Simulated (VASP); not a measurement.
Runs of VASP 6.6.1 on Si2Ni. The structure is cubic, space group Fm-3m (No. 225). The conventional cell has a = 5.386 Å, b = 5.386 Å, c = 5.386 Å, α = 90.00°, β = 90.00°, γ = 90.00°. Si (site symmetry -43m) is surrounded by 4 Ni at 2.33 Å. Ni (site symmetry m-3m) has 8 Si at 2.33 Å as nearest neighbours. The cell comes from a database or a generator and needn't be the stable form of this composition.

| task | level | potentials or basis | spin | cell | k mesh | cutoff (eV) | gap on the mesh (eV) | pressure (GPa) | moment (μB) | relaxed volume (Å³/atom) |
| --- | --- | --- | --- | --- | --- | --- | --- | --- | --- | --- |
| relaxation of cell and atoms | PBEsol | VASP PAW PBE potentials, release 64 (Si, Ni) | off | relaxed | 14 × 14 × 14 | 600 | none | 0.0 | - | 13.07 |
| single point | PBEsol | VASP PAW PBE potentials, release 64 (Si, Ni) | collinear, ferromagnetic start | as given | 14 × 14 × 14 | 520 | none | 0.6 | 0.00 | - |
| relaxation of cell and atoms | LDA | VASP PAW LDA potentials, release 64 (Si, Ni) | collinear, ferromagnetic start | relaxed | 14 × 14 × 14 | 600 | none | 0.0 | 0.00 | (a) |
| relaxation of cell and atoms | PBEsol | VASP PAW PBE potentials, release 64 (Si, Ni) | collinear, ferromagnetic start | relaxed | 14 × 14 × 14 | 580 | none | 0.0 | 0.00 | 13.07 |
| relaxation of cell and atoms | PBEsol | VASP PAW PBE potentials, release 64 (Si, Ni) | collinear, ferromagnetic start | relaxed | 14 × 14 × 14 | 600 | none | 0.0 | 0.00 | 13.07 |
| relaxation of cell and atoms | RPBE | VASP PAW PBE potentials, release 64 (Si, Ni) | collinear, ferromagnetic start | relaxed | 14 × 14 × 14 | 600 | none | 0.1 | 0.00 | 13.68 |
| relaxation of cell and atoms | PBEsol | VASP PAW PBE potentials, release 64 (Si, Ni) | collinear, ferromagnetic start | relaxed | 6 × 6 × 6 | 600 | none | 0.0 | 0.00 | 13.11 |

Alike in all rows: smearing gaussian 0.1 eV.

Problem. Fill in the values left out.

Solution. (a) 12.79.

Caveats: the PAW data sets were made with another functional, which shifts forces and pressure a little (some runs).

A gap of «none» marks a metal or a gap under the smearing width.

Runs at the PBE level aren't shown here.
